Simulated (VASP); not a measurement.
# CaHf2 with PBE: from relaxation to properties, part 3 of 5

Wanted: the relaxed cell of CaHf2 and its properties. The cell is invented: it takes the structure of a Materials Project entry for CaSi2 (space group 191 there), with some of its atoms replaced by other elements, volume scaled by an estimate. It may not be a known or stable phase.

VASP 6.6.1, plane waves and PAW; the level of theory is named at each step.

So far. Step 3 (Second relaxation): It ends with forces that vanish by symmetry and a pressure of -0.01 GPa. Step 4 (Single point with fields (PBE)): In this run the pressure is -0.01 GPa, small enough to go on. The relaxed cell has a = 5.213, c = 3.278 Å (conventional setting).

## 5. Band structure (PBE)

Level of this step: PBE; plane waves and PAW (Hf_pv, Ca_sv); invented cell (VASP).

Levels along the symmetry lines show where the bands peak and cross; KPOINTS_OPT computes them in the converged potential.

The input, INCAR:

```
SYSTEM = CaHf2
PREC = Accurate
ENCUT = 400
EDIFF = 1E-06
NELM = 100
ISMEAR = 1
SIGMA = 0.2
LREAL = .FALSE.
ALGO = Normal
GGA = PE
NBANDS = 28
LORBIT = 11
LWAVE = .FALSE.
LCHARG = .FALSE.
```

The input, POSCAR:

```
CaHf2
1.0
    5.2131286328     -0.0000002105      0.0000000000
   -2.6065651688      4.5147013679      0.0000000000
    0.0000000000      0.0000000000      3.2775320155
Hf Ca
2 1
Direct
    0.3333333300      0.6666666700      0.5000000000
    0.6666666700      0.3333333300      0.5000000000
    0.0000000000      0.0000000000      0.0000000000
```

The input, KPOINTS:

```
Automatic mesh
0
Gamma
6 6 8
0 0 0
```

The input, KPOINTS_OPT:

```
Line mode
16
Line-mode
Reciprocal
  0.00000000   0.00000000   0.00000000 GAMMA
  0.50000000   0.00000000   0.00000000 M

  0.50000000   0.00000000   0.00000000 M
  0.33333333   0.33333333   0.00000000 K

  0.33333333   0.33333333   0.00000000 K
  0.00000000   0.00000000   0.00000000 GAMMA

  0.00000000   0.00000000   0.00000000 GAMMA
  0.00000000   0.00000000   0.50000000 A

  0.00000000   0.00000000   0.50000000 A
  0.50000000   0.00000000   0.50000000 L

  0.50000000   0.00000000   0.50000000 L
  0.33333333   0.33333333   0.50000000 H

  0.33333333   0.33333333   0.50000000 H
  0.00000000   0.00000000   0.50000000 A

  0.50000000   0.00000000   0.50000000 L
  0.50000000   0.00000000   0.00000000 M

  0.33333333   0.33333333   0.00000000 K
  0.33333333   0.33333333   0.50000000 H
```

The projector-augmented-wave data sets are Hf_pv and Ca_sv (PBE family, release 64).

Command:

```
> mpirun -np 1 vasp_std
```

Log:

```text
[... set-up lines as in an earlier step ...]
 entering main loop
       N       E                     dE             d eps       ncg     rms          rms(c)
DAV:   1     0.148962736674E+03    0.14896E+03   -0.13358E+04  1960   0.841E+02
DAV:   2    -0.147901957730E+02   -0.16375E+03   -0.15700E+03  2252   0.256E+02
DAV:   3    -0.214241758045E+02   -0.66340E+01   -0.63501E+01  2988   0.392E+01
DAV:   4    -0.217131243491E+02   -0.28895E+00   -0.28770E+00  2688   0.597E+00
DAV:   5    -0.217171304969E+02   -0.40061E-02   -0.40057E-02  2732   0.775E-01    0.455E+01
DAV:   6    -0.202676325004E+02    0.14495E+01   -0.25396E+00  2444   0.791E+00    0.272E+01
DAV:   7    -0.201630097390E+02    0.10462E+00   -0.52039E-01  2288   0.390E+00    0.889E+00
DAV:   8    -0.201595671175E+02    0.34426E-02   -0.50918E-02  2624   0.106E+00    0.753E-01
DAV:   9    -0.201568844089E+02    0.26827E-02   -0.85629E-03  2328   0.546E-01    0.348E-01
DAV:  10    -0.201568312754E+02    0.53134E-04   -0.89582E-04  2616   0.153E-01    0.104E-01
DAV:  11    -0.201568019672E+02    0.29308E-04   -0.10930E-04  2516   0.547E-02    0.667E-02
DAV:  12    -0.201568055146E+02   -0.35474E-05   -0.69659E-06  2860   0.117E-02    0.113E-02
DAV:  13    -0.201568057150E+02   -0.20035E-06   -0.47463E-07  1368   0.372E-03
   1 F= -.20156806E+02 E0= -.20151329E+02  d E =-.164292E-01
 Start KPOINTS_OPT (optional k-point list driver)
k-point batch [1-35\144]
       N       E                     dE             ncg
DAV:   1    -0.105968012000E+05   -0.24151E+05     1960
DAV:   2    -0.165548540702E+05   -0.59581E+04     2396
DAV:   3    -0.168073961218E+05   -0.25254E+03     2988
DAV:   4    -0.168159807791E+05   -0.85847E+01     2568
DAV:   5    -0.168161500496E+05   -0.16927E+00     2720
DAV:   6    -0.168161528577E+05   -0.28080E-02     2568
DAV:   7    -0.168161528967E+05   -0.39004E-04     2612
DAV:   8    -0.168161528972E+05   -0.49858E-06     1740
[...]
k-point batch [141-144\144]
       N       E                     dE             ncg
DAV:   1     0.213010431490E+05   -0.52602E+04      224
DAV:   2     0.206855642815E+05   -0.61548E+03      252
DAV:   3     0.206629019283E+05   -0.22662E+02      328
DAV:   4     0.206621268922E+05   -0.77504E+00      352
DAV:   5     0.206621191974E+05   -0.76947E-02      308
DAV:   6     0.206621190181E+05   -0.17935E-03      328
DAV:   7     0.206621190155E+05   -0.26006E-05      284
DAV:   8     0.206621190154E+05   -0.37049E-07      240
```

It took 51 s on 1 MPI rank of Intel Xeon 6975P-C (Granite Rapids), shared host; peak memory 0.22 GiB.

Parts of OUTCAR (step 5):

```text
   k-points           NKPTS =     35   k-points in BZ     NKDIM =     35   number of bands    NBANDS=     28

   NELECT =      30.0000    total number of electrons

 E-fermi :   3.6495

 k-point     1 :       0.0000    0.0000    0.0000
  band No.  band energies     occupation
    ...
     11      -2.2123      2.00000
     12       2.4821      2.00000
     13       3.2370      2.01299
     14       3.5051      1.93464
     15       3.5052      1.93463
     16       3.7839      0.10078
     17       3.7839      0.10078
     18       6.2940     -0.00000
     19       6.2940     -0.00000
     20       6.4805     -0.00000
    ...

  Total       -0.0068886     -0.0068886     -0.0027857      0.0000000     -0.0000000     -0.0000000
  in kB       -0.1430768     -0.1430768     -0.0578582      0.0000000     -0.0000000     -0.0000000
  external PRESSURE =      -0.1146706 kB  Pullay stress =       0.0000000 kB

 POSITION                                       TOTAL-FORCE (eV/Angst)
 -----------------------------------------------------------------------------------
     -0.00000      3.00980      1.63877         0.000000     -0.000000      0.000000
      2.60656      1.50490      1.63877        -0.000000      0.000000      0.000000
      0.00000      0.00000      0.00000        -0.000000      0.000000      0.000000
 -----------------------------------------------------------------------------------
    total drift:                               -0.000000      0.000000      0.000000

  FREE ENERGIE OF THE ION-ELECTRON SYSTEM (eV)
  ---------------------------------------------------
  free  energy   TOTEN  =       -20.1568057150 eV

  energy  without entropy=      -20.1403765552  energy(sigma->0) =      -20.15132933

[... 8 parts as in an earlier step ...]

[... 8 further parts left out ...]
```

Spin-orbit coupling is off here; with elements this heavy it splits and shifts levels by tenths of an eV or more.

This step gave:

```
bands    : 28
pressure : -0.01147 GPa
```

The electronic bands at the labelled points (eV, zero at the Fermi level; # counts the bands kept, so #1 is VASP's band 11):

```
          point     #2     #3     #4     #5     #6    #7    #8    #9
              Γ  -1.17  -0.41  -0.14  -0.14   0.13  0.13  2.64  2.64
0.47 of the way  -1.66  -1.30  -0.62  -0.23   0.61  0.63  2.31  2.53
              M  -3.20  -2.05  -0.13  -0.08   0.28  1.16  1.82  2.05
0.47 of the way  -3.22  -2.17  -0.01   0.02   0.22  1.08  1.64  2.12
              K  -3.48  -2.36   0.11   0.15   0.15  1.22  1.22  2.22
0.53 of the way  -1.89  -1.47  -0.60  -0.01   0.29  0.84  2.30  2.36
              Γ  -1.17  -0.41  -0.14  -0.14   0.13  0.13  2.64  2.64
0.53 of the way  -0.67  -0.67  -0.51  -0.24  -0.24  1.70  1.70  1.84
              A  -1.30  -1.30  -0.98  -0.31  -0.31  1.69  1.69  1.70
0.47 of the way  -1.44  -1.28  -0.84  -0.26  -0.15  1.29  1.74  1.81
              L  -1.75  -1.27  -0.43  -0.36   0.02  0.44  1.94  2.08
0.53 of the way  -1.73  -1.00  -0.63  -0.49  -0.20  0.60  2.25  2.43
              H  -1.10  -1.10  -0.71  -0.71  -0.61  1.44  1.44  2.64
0.53 of the way  -1.58  -1.13  -0.83  -0.33  -0.01  1.04  1.83  1.92
              A  -1.30  -1.30  -0.98  -0.31  -0.31  1.69  1.69  1.70
      jump to L  -1.75  -1.27  -0.43  -0.36   0.02  0.44  1.94  2.08
0.47 of the way  -2.30  -1.22  -0.53   0.04   0.18  0.82  1.70  1.99
              M  -3.20  -2.05  -0.13  -0.08   0.28  1.16  1.82  2.05
      jump to K  -3.48  -2.36   0.11   0.15   0.15  1.22  1.22  2.22
0.47 of the way  -2.60  -1.90  -0.61   0.44   0.44  1.21  1.21  1.93
              H  -1.10  -1.10  -0.71  -0.71  -0.61  1.44  1.44  2.64
```

Of the projections kept (Hf, Ca), the largest for each band there; the rest of the weight can lie on other orbitals:

```
point       #2       #3       #4       #5       #6       #7       #8       #9
    Γ  Hf 0.89  Hf 1.00  Hf 0.92  Hf 0.92  Hf 0.90  Hf 0.90  Hf 1.00  Hf 1.00
    M  Hf 0.86  Hf 0.81  Hf 0.99  Hf 1.00  Hf 0.97  Hf 0.87  Hf 0.62  Hf 0.90
    K  Hf 0.92  Hf 0.76  Hf 0.97  Hf 0.99  Hf 0.99  Hf 0.81  Hf 0.81  Hf 0.99
    Γ  Hf 0.89  Hf 1.00  Hf 0.92  Hf 0.92  Hf 0.90  Hf 0.90  Hf 1.00  Hf 1.00
    A  Hf 0.89  Hf 0.89  Hf 0.80  Hf 0.71  Hf 0.71  Hf 1.00  Hf 1.00  Hf 0.95
    L  Hf 0.88  Hf 0.96  Hf 0.98  Hf 0.95  Hf 0.83  Hf 0.88  Hf 0.76  Hf 0.71
```

There is no gap at this level.

## 6. Total and projected DOS (PBE)

Here the states are counted by energy and projected on the atoms. The mesh is finer than in the run before.

Edit INCAR of step 5 so:

```diff
@@ -5,3 +5,3 @@
 NELM = 100
-ISMEAR = 1
+ISMEAR = -5
 SIGMA = 0.2
@@ -14 +14,2 @@
 LCHARG = .FALSE.
+NEDOS = 2001
```

POSCAR is that of step 5.

The input, KPOINTS:

```
Automatic mesh
0
Gamma
9 9 12
0 0 0
```

Command:

```
> mpirun -np 1 vasp_std
```

Log:

```text
[... set-up lines as in an earlier step ...]
 entering main loop
       N       E                     dE             d eps       ncg     rms          rms(c)
DAV:   1     0.148637761033E+03    0.14864E+03   -0.13294E+04  4704   0.844E+02
DAV:   2    -0.149679080930E+02   -0.16361E+03   -0.15670E+03  5468   0.255E+02
DAV:   3    -0.214782874709E+02   -0.65104E+01   -0.63057E+01  7156   0.392E+01
DAV:   4    -0.217101729367E+02   -0.23189E+00   -0.23091E+00  6484   0.553E+00
DAV:   5    -0.217141323404E+02   -0.39594E-02   -0.39581E-02  6572   0.692E-01    0.456E+01
DAV:   6    -0.202720459564E+02    0.14421E+01   -0.25601E+00  5924   0.793E+00    0.273E+01
DAV:   7    -0.201699011813E+02    0.10214E+00   -0.54027E-01  5504   0.391E+00    0.881E+00
DAV:   8    -0.201655021896E+02    0.43990E-02   -0.51615E-02  6448   0.106E+00    0.740E-01
DAV:   9    -0.201625735177E+02    0.29287E-02   -0.74540E-03  5644   0.493E-01    0.383E-01
DAV:  10    -0.201625812956E+02   -0.77779E-05   -0.10567E-03  6256   0.164E-01    0.171E-01
DAV:  11    -0.201625347700E+02    0.46526E-04   -0.79528E-05  5916   0.437E-02    0.627E-02
DAV:  12    -0.201625473202E+02   -0.12550E-04   -0.10729E-05  7312   0.165E-02    0.274E-02
DAV:  13    -0.201625438403E+02    0.34800E-05   -0.70940E-07  4260   0.470E-03    0.655E-03
DAV:  14    -0.201625434004E+02    0.43982E-06   -0.19239E-07  2804   0.249E-03
   1 F= -.20162543E+02 E0= -.20162543E+02  d E =0.000000E+00
 -----------------------------------------------------------------------------
|                                                                             |
|           W    W    AA    RRRRR   N    N  II  N    N   GGGG   !!!           |
|           W    W   A  A   R    R  NN   N  II  NN   N  G    G  !!!           |
|           W    W  A    A  R    R  N N  N  II  N N  N  G       !!!           |
|           W WW W  AAAAAA  RRRRR   N  N N  II  N  N N  G  GGG   !            |
|           WW  WW  A    A  R   R   N   NN  II  N   NN  G    G                |
|           W    W  A    A  R    R  N    N  II  N    N   GGGG   !!!           |
|                                                                             |
|     Tetrahedron method does not include variations of the Fermi             |
|     occupations, so forces and stress will be inaccurate. We suggest        |
|     using a different smearing scheme ISMEAR = 1 or 2 for metals in         |
|     relaxations.                                                            |
|                                                                             |
 -----------------------------------------------------------------------------
```

Elapsed: 40 s, on 1 MPI rank; peak memory 0.26 GiB.

Parts of OUTCAR (step 6):

```text
   k-points           NKPTS =     84   k-points in BZ     NKDIM =     84   number of bands    NBANDS=     28

   NELECT =      30.0000    total number of electrons

 E-fermi :   3.6494

 k-point     1 :       0.0000    0.0000    0.0000
  band No.  band energies     occupation
    ...
     11      -2.2112      2.00000
     12       2.4840      2.00000
     13       3.2440      2.00000
     14       3.5039      2.00000
     15       3.5039      2.00000
     16       3.7852      0.00000
     17       3.7852      0.00000
     18       6.2976      0.00000
     19       6.2976      0.00000
     20       6.4721      0.00000
    ...

  Total        0.0949699      0.0949698     -0.1827088     -0.0000000     -0.0000000      0.0000000
  in kB        1.9725226      1.9725221     -3.7948584     -0.0000005     -0.0000000      0.0000000
  external PRESSURE =       0.0500621 kB  Pullay stress =       0.0000000 kB

 POSITION                                       TOTAL-FORCE (eV/Angst)
 -----------------------------------------------------------------------------------
     -0.00000      3.00980      1.63877         0.000000      0.000000      0.000000
      2.60656      1.50490      1.63877         0.000000     -0.000000      0.000000
      0.00000      0.00000      0.00000        -0.000000      0.000000      0.000000
 -----------------------------------------------------------------------------------
    total drift:                               -0.000000      0.000000      0.000000

  FREE ENERGIE OF THE ION-ELECTRON SYSTEM (eV)
  ---------------------------------------------------
  free  energy   TOTEN  =       -20.1625434004 eV

  energy  without entropy=      -20.1625434004  energy(sigma->0) =      -20.16254340

[... 6 parts as in an earlier step ...]

[... 10 further parts left out ...]
```

The DOS at the Fermi level is high for the number of transition-metal atoms. It is one value on this mesh and may be a narrow spike; if it stands, a magnetic instability is possible, which a run without spin can't show. With tetrahedra the forces and stress of a metal are not exact derivatives of the energy.

This step gave:

| Quantity | Value |
| --- | --- |
| SCF cycles | 14 |
| irreducible k-points | 84 |
| Fermi energy | 3.649 eV |
| pressure | 0.005006 GPa |
| DOS at the Fermi level | 6.397 states/eV/cell |

The density of states has structure finer than the step of the table below, so its rows give means over 1 eV, whole bins alone (the curve runs from -12.0 to 3.58 eV). Peaks (eV: height): total -0.2: 8.12, 1.7: 10.2, 1.8: 8.12, 2.2: 8.06; Hf d -0.1: 3.75, 1.7: 5.75, 1.8: 4.06, 2.2: 3.36; Hf p -0.2: 0.768, 0.9: 0.61, 1.7: 1.18, 2.2: 0.861; Ca d -0.3: 0.380, 1.8: 0.707, 2.2: 1.05, 3.0: 1.01.

States under -12.0 eV and over 3.6 eV are left out. The density of states by energy, zero at the Fermi level; means over each step; values in states/eV/cell:

```
energy (eV)   total     Hf d    Hf p     Ca d
         -7       0        0       0        0
         -6  0.0376        0  3.6e-4        0
         -5   0.337  0.00250  0.0104   4.0e-4
         -4   0.673   0.0194  0.0363  0.00364
         -3   0.958   0.0769  0.0715   0.0202
         -2    1.98    0.467   0.144   0.0557
         -1    3.27     1.29   0.210   0.0997
          0    4.84     2.23   0.421    0.172
          1    1.89    0.718   0.266    0.113
          2    5.43     2.55   0.502    0.560
          3    2.62     1.16   0.142    0.486
```

The finer mesh and the other smearing move the Fermi level by -0.00 eV from the 6×6×8 run, a small shift, which tests the Fermi level alone. Of the states within 0.3 eV of the Fermi level, the largest shares in the PAW spheres are Hf d 46 % and Hf p 8 %. The rest lies in smaller channels or between the spheres.

(Continued in part 4 of 5.)

[Lines on the potential files, build, host, timing and source positions are cut from VASP's logs without a mark.]

[Logs are printed without paths, hosts, clocks, repeated set-up lines and the standing remarks that a program may print on its own settings, such as how far it seeks lower states.]

[Hosts, paths, dates, database ids (printed as entryN), source tags and the programs' standing remarks are cut or masked in the printed files.]

[A measured line is paired with the nearest computed mode of its activity, which favours agreement.]
